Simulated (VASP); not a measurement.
Runs of VASP 6.6.1 on TcSe2. It takes space group R-3m (No. 166, trigonal). The conventional cell has a = 3.857 Å, b = 3.857 Å, c = 17.491 Å, α = 90.00°, β = 90.00°, γ = 120.00°. Around Tc (site symmetry -3m) lie 6 Se at 2.64 Å. Se (site symmetry 3m) has 3 Tc at 2.64 Å as nearest neighbours. The cell was built by a generator and needn't be a form met in nature.

```csv
spin,U,fixed moment (μB),gap on the mesh (eV),pressure (GPa),moment (μB),largest force (eV/Å)
"collinear, random start",Tc d U = 7 eV,-,none,1.6,3.00,0.22
"collinear, zero start",Tc d U = 7 eV,-,none,(b),0.00,(a)
"collinear, random start",Tc d U = 2 eV,-,none,-7.2,1.44,0.81
"collinear, ferromagnetic start",Tc d U = 7 eV,2,-,-2.7,2.00,0.14
"collinear, ferromagnetic start",Tc d U = 2 eV,0,-,-12.3,0.00,1.12
"collinear, ferromagnetic start",Tc d U = 7 eV,-,none,1.6,3.00,0.22
"collinear, zero start",Tc d U = 2 eV,-,none,-12.3,0.00,1.12
```

Alike in all rows: task single point; level r2SCAN+U; potentials or basis VASP PAW PBE potentials, release 64 (Tc_pv, Se); cell as given; k mesh 6 × 6 × 6; cutoff (eV) 520; smearing gaussian 0.05 eV.

Question: Fill in the values left out.

Answer: (a) 0.77; (b) -9.7.

Caveats: the PAW data sets were made with another functional, which shifts forces and pressure a little; the total moment is fixed, so each spin has its own Fermi level (some runs); the moment is held away from its start (some runs).

A k mesh can miss the band edges, and the runs leave out spin-orbit coupling on Se, Tc.

A gap of «none» marks a metal or a gap under the smearing width.
